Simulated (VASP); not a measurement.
InP (zinc blende):

```yaml
crystal:
  lattice:
    - [0.00000, 2.93500, 2.93500]
    - [2.93500, 0.00000, 2.93500]
    - [2.93500, 2.93500, 0.00000]
  atoms:
    - { symbol: In, position: [0.00000, 0.00000, 0.00000] }
    - { symbol: P, position: [0.25000, 0.25000, 0.25000] }
```

The lowest empty band near Γ, direction [111], from PBE with spin-orbit coupling in VASP (PAW); its two spin partners are averaged. The gap over the points computed is 0.66 eV, and the next band on that side lies 3.10 eV away at the edge.

Run with 400 eV cut-off, 9×9×9 Γ-centred mesh, Gaussian smearing of 0.050 eV, potentials In_d P.

| distance from the edge in k (1/Å) | distance in energy (meV) |
|---|---|
| 0.012 | 10.0 |
| 0.018 | 22.0 |
| 0.025 | 41.2 |
| 0.035 | 76.3 |
| 0.050 | 140.9 |
| 0.070 | 239.2 |

Fit E(1 + αE) = ħ²k²/2m* (ħ²/2m0 = 3.810 eV Å²) and predict the row at 0.095 1/Å.

Least squares on the energies gives the electron mass m* = 0.053 m0 and α = 1.95 per eV, and so 374.0 meV. The run gave 368.9 meV, -5.1 meV from the fit. So light an electron mass at Γ scales with the gap, and carries this level's error in it.

Left out are points under 3 meV from the edge, since the levels carry 0.1 meV, and points farther than half the way to the next band.

The compound is InP in the zinc blende structure. The cell was not relaxed at this level.
